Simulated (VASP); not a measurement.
Energy against volume of NiAl (CsCl type). These are revPBE GGA, VASP's PBE PAW potentials (set 64) (plane waves; VASP) values and carry that method's errors. Numerical set-up: 520 eV cut-off, 12×12×12 Γ-centred mesh, first-order Methfessel-Paxton smearing of 0.10 eV, potentials Al Ni.

```tsv
V (Å³/atom)	E (eV/atom)
11.596	-4.93337
11.966	-4.95079
12.336	-4.95594
12.706	-4.95065
```

Problem. Fit these four points and predict the energy of the run at 13.076 Å³/atom.

Solution. A cubic in V^(−2/3), the third-order Birch-Murnaghan form, passes through the four points with V0 = 12.32 Å³/atom and B0 = 151 GPa, and gives -4.9365 eV/atom there. The run gave -4.9365 eV/atom, -0.0 meV/atom from the fit; all five points give B0 = 151 GPa.

The compound is NiAl in the CsCl type structure. It was relaxed first. The run is not spin-polarised, so no magnetic state was tried.
